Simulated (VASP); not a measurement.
C:

```
CELL_PARAMETERS angstrom
2.46100 0.00000 0.00000
-1.23050 2.13129 0.00000
0.00000 0.00000 7.37880
ATOMIC_POSITIONS crystal
C 0.00000 0.00000 0.25000
C 0.33333 0.66667 0.25000
C 0.00000 0.00000 0.75000
C 0.66667 0.33333 0.75000
```

The cell was built by a generator and needn't be a form met in nature.

Base run:

* Program: VASP 6.6.1
* Functional: PBE
* Dispersion: MBD
* Potentials or basis: VASP PAW PBE potentials, release 64 (C)
* Cutoff: 520 eV
* k mesh: 16 × 16 × 4
* Occupations: fermi-dirac, width 0.05 eV
* Spin: no spin polarisation

Its results: band gap on the k mesh 0.83 eV, direct; pressure 0.2 GPa.

**Question.** After a change of settings the same cell gave: band gap on the k mesh 0.83 eV, direct; pressure 0.7 GPa. Which change was it?
A. dispersion from MBD to none
B. functional from PBE to vdW-DF2; dispersion from MBD to none
C. functional from PBE to vdW-DF; dispersion from MBD to none
D. dispersion from MBD to D2

**Answer.** D.
